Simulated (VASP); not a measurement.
All values below come from r2SCAN meta-GGA, VASP's PBE PAW potentials (set 64) (plane waves; VASP).

The input files of a VASP run:

File POSCAR:
```
Ge
1.0
  3.9849413635   0.0000000350   0.0000000000
 -1.9924700957   3.4510603489   0.0000000000
  0.0000000000   0.0000000000  13.9371735325
Ge
2
Direct
  0.6666670000   0.3333330000   0.5227616596
  0.3333330000   0.6666670000   0.4772383404
```

File KPOINTS:
```
K-points
0
gamma
9 9 1
```

### KPOINTS_OPT
```
k-points along high-symmetry lines
20
Line-mode
Reciprocal
  0.000000   0.000000   0.000000 ! GAMMA
  0.500000   0.000000   0.000000 ! M

  0.500000   0.000000   0.000000 ! M
  0.333333   0.333333   0.000000 ! K

  0.333333   0.333333   0.000000 ! K
  0.000000   0.000000   0.000000 ! GAMMA
```

### INCAR
```
ALGO  =  Normal
EDIFF  =  1E-7
ENCUT  =  400
ISIF  =  2
ISMEAR  =  -5
LASPH  =  T
LCHARG  =  F
LMAXMIX  =  4
LMIXTAU  =  T
LORBIT  =  11
LREAL  =  F
LWAVE  =  F
METAGGA  =  R2SCAN
NEDOS  =  601
NELM  =  100
PREC  =  Accurate
SYSTEM  =  Ge
```

POTCAR, in this order: Ge_d (PBE.64 set). Program: vasp_std.

What VASP printed:

### OSZICAR
```
       N       E                     dE             d eps       ncg     rms          rms(c)
DAV:   1     0.137934037092E+03    0.13793E+03   -0.14312E+04   504   0.192E+03
DAV:   2    -0.122254857126E+02   -0.15016E+03   -0.14856E+03   592   0.351E+02
DAV:   3    -0.286330509790E+02   -0.16408E+02   -0.16377E+02   520   0.130E+02
DAV:   4    -0.293911828296E+02   -0.75813E+00   -0.75781E+00   542   0.309E+01
DAV:   5    -0.294262355206E+02   -0.35053E-01   -0.35052E-01   636   0.640E+00    0.319E+00
DAV:   6    -0.283372047638E+02    0.10890E+01   -0.22898E-01   470   0.831E+00    0.177E+00
DAV:   7    -0.256006135885E+02    0.27366E+01   -0.49112E-01   660   0.532E+00    0.439E-01
DAV:   8    -0.267679919929E+02   -0.11674E+01   -0.50321E-01   442   0.478E+00    0.219E-01
DAV:   9    -0.272857788130E+02   -0.51779E+00   -0.90038E-02   480   0.185E+00    0.189E-01
DAV:  10    -0.267982222781E+02    0.48756E+00   -0.44763E-02   452   0.181E+00    0.145E-01
DAV:  11    -0.266044570890E+02    0.19377E+00   -0.69293E-02   546   0.136E+00    0.817E-02
DAV:  12    -0.266107034663E+02   -0.62464E-02   -0.11310E-03   574   0.228E-01    0.846E-02
DAV:  13    -0.265935653705E+02    0.17138E-01   -0.16135E-03   456   0.334E-01    0.830E-02
DAV:  14    -0.267684627851E+02   -0.17490E+00   -0.10923E-02   448   0.899E-01    0.193E-01
DAV:  15    -0.265485108559E+02    0.21995E+00   -0.41913E-02   432   0.180E+00    0.207E-01
DAV:  16    -0.265271374293E+02    0.21373E-01   -0.36858E-03   540   0.547E-01    0.209E-01
DAV:  17    -0.265541457556E+02   -0.27008E-01   -0.48136E-03   434   0.464E-01    0.177E-01
DAV:  18    -0.265796157652E+02   -0.25470E-01   -0.71410E-03   562   0.612E-01    0.125E-01
DAV:  19    -0.265897174434E+02   -0.10102E-01   -0.84650E-03   528   0.546E-01    0.111E-01
DAV:  20    -0.265932468882E+02   -0.35294E-02   -0.23822E-03   524   0.332E-01    0.849E-02
DAV:  21    -0.265932328111E+02    0.14077E-04   -0.15292E-04   460   0.901E-02    0.961E-02
DAV:  22    -0.266024983049E+02   -0.92655E-02   -0.67258E-03   454   0.565E-01    0.529E-02
DAV:  23    -0.265896533229E+02    0.12845E-01   -0.15254E-03   534   0.311E-01    0.244E-02
DAV:  24    -0.265850881774E+02    0.45651E-02   -0.48502E-03   464   0.496E-01    0.260E-02
DAV:  25    -0.265852439801E+02   -0.15580E-03   -0.39268E-05   606   0.511E-02    0.259E-02
DAV:  26    -0.265826461321E+02    0.25978E-02   -0.67533E-04   440   0.196E-01    0.267E-02
DAV:  27    -0.265823172075E+02    0.32892E-03   -0.21748E-03   448   0.324E-01    0.222E-02
DAV:  28    -0.265846973664E+02   -0.23802E-02   -0.24129E-04   528   0.107E-01    0.185E-02
DAV:  29    -0.265828586437E+02    0.18387E-02   -0.53744E-04   536   0.147E-01    0.388E-02
DAV:  30    -0.265853076648E+02   -0.24490E-02   -0.20474E-03   488   0.317E-01    0.299E-02
DAV:  31    -0.265860306811E+02   -0.72302E-03   -0.52569E-04   528   0.162E-01    0.234E-02
DAV:  32    -0.265845146437E+02    0.15160E-02   -0.85046E-04   528   0.203E-01    0.186E-02
DAV:  33    -0.265851982046E+02   -0.68356E-03   -0.12602E-04   432   0.769E-02    0.128E-02
DAV:  34    -0.265854881129E+02   -0.28991E-03   -0.18951E-04   528   0.113E-01    0.110E-02
DAV:  35    -0.265859846543E+02   -0.49654E-03   -0.20580E-04   448   0.105E-01    0.112E-02
DAV:  36    -0.265860306438E+02   -0.45990E-04   -0.46618E-06   516   0.186E-02    0.109E-02
DAV:  37    -0.265859063559E+02    0.12429E-03   -0.45629E-05   432   0.565E-02    0.968E-03
DAV:  38    -0.265860694604E+02   -0.16310E-03   -0.61165E-05   432   0.607E-02    0.872E-03
DAV:  39    -0.265860906595E+02   -0.21199E-04   -0.55872E-06   496   0.216E-02    0.875E-03
DAV:  40    -0.265861071806E+02   -0.16521E-04   -0.84347E-06   484   0.244E-02    0.723E-03
DAV:  41    -0.265861111123E+02   -0.39317E-05   -0.13410E-06   350   0.998E-03    0.505E-03
DAV:  42    -0.265861101160E+02    0.99627E-06   -0.10988E-06   340   0.902E-03    0.431E-03
DAV:  43    -0.265861104864E+02   -0.37036E-06   -0.59497E-07   344   0.624E-03    0.342E-03
DAV:  44    -0.265861089660E+02    0.15204E-05   -0.75739E-07   338   0.725E-03    0.211E-03
DAV:  45    -0.265861060708E+02    0.28952E-05   -0.42205E-07   340   0.706E-03    0.932E-04
DAV:  46    -0.265861078297E+02   -0.17589E-05   -0.26917E-07   336   0.455E-03    0.368E-04
DAV:  47    -0.265861107266E+02   -0.28969E-05   -0.49644E-07   336   0.602E-03    0.174E-04
DAV:  48    -0.265861111321E+02   -0.40545E-06   -0.11970E-07   334   0.357E-03    0.987E-05
DAV:  49    -0.265861107336E+02    0.39844E-06   -0.15017E-08   366   0.167E-03    0.808E-05
DAV:  50    -0.265861105530E+02    0.18066E-06   -0.24629E-08   342   0.176E-03    0.731E-05
DAV:  51    -0.265861109423E+02   -0.38936E-06   -0.28674E-08   334   0.185E-03    0.414E-05
DAV:  52    -0.265861105647E+02    0.37767E-06   -0.30323E-08   334   0.156E-03    0.262E-05
DAV:  53    -0.265861105187E+02    0.46010E-07   -0.13301E-08   310   0.102E-03
   1 F= -.26586111E+02 E0= -.26586111E+02  d E =0.000000E+00
       N       E                     dE             ncg
       N       E                     dE             ncg
       N       E                     dE             ncg
       N       E                     dE             ncg
       N       E                     dE             ncg
```

File OUTCAR:
```
------------------------ aborting loop because EDIFF is reached ----------------------------------------
  FORCE on cell =-STRESS in cart. coord.  units (eV):
  Direction    XX          YY          ZZ          XY          YZ          ZX
  --------------------------------------------------------------------------------------
  Total       -0.0236744     -0.0236744     -0.1355231     -0.0000000     -0.0000000      0.0000000
  in kB       -0.1978973     -0.1978973     -1.1328561     -0.0000000     -0.0000000      0.0000000
  external PRESSURE =      -0.5095502 kB  Pullay stress =       0.0000000 kB
  volume of cell :      191.67
      direct lattice vectors                 reciprocal lattice vectors
     3.984941363  0.000000035  0.000000000     0.250944720  0.144882963  0.000000000
    -1.992470096  3.451060349  0.000000000    -0.000000003  0.289766012  0.000000000
     0.000000000  0.000000000 13.937173532     0.000000000  0.000000000  0.071750560
 POSITION                                       TOTAL-FORCE (eV/Angst)
 -----------------------------------------------------------------------------------
      1.99247      1.15035      7.28582         0.000000      0.000000     -0.017212
     -0.00000      2.30071      6.65135        -0.000000      0.000000      0.017212
 -----------------------------------------------------------------------------------
    total drift:                                0.000000      0.000000      0.000000
  FREE ENERGIE OF THE ION-ELECTRON SYSTEM (eV)
  ---------------------------------------------------
  free  energy   TOTEN  =       -26.5861105187 eV

  energy  without entropy=      -26.5861105187  energy(sigma->0) =      -26.58611052

 total charge

# of ion       s       p       d       tot
------------------------------------------
    1        1.148   1.210  10.008  12.366
    2        1.148   1.210  10.008  12.366
--------------------------------------------------
tot          2.295   2.419  20.017  24.731
```
(Selected blocks of OUTCAR.)

The cell holds a wide vacuum, so values per volume refer to the whole cell. For a metal the tetrahedron method with Blöchl corrections gives inexact stress and forces.

The cell is a sheet with vacuum, built from a generated structure.
